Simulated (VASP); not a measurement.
Energy against volume of Eu (bcc). Method: r2SCAN meta-GGA, VASP's PBE PAW potentials (set 64) (plane waves; VASP 6.6.1). Numerical set-up: 520 eV cut-off, 12×12×12 Γ-centred mesh, first-order Methfessel-Paxton smearing of 0.10 eV, potentials Eu_2.

The 4f electrons are frozen in the core of the lanthanide potential, so 4f levels, which can set the real gap, and their magnetism are missing.

```
V (Å³/atom)  E (eV/atom)
-----------  -----------
42.987         -27.14933
44.316         -27.14948
45.646         -27.14622
46.975         -27.14012
```

Question: Fit these four points and predict the energy of the run at 41.657 Å³/atom.

Answer: A cubic in V^(−2/3), the third-order Birch-Murnaghan form, passes through the four points with V0 = 43.70 Å³/atom and B0 = 15 GPa, and gives -27.1451 eV/atom there. The run gave -27.1451 eV/atom, -0.1 meV/atom from the fit; all five points give B0 = 15 GPa.

The compound is Eu in the bcc structure. It was relaxed first, which changed the volume by -9 %.
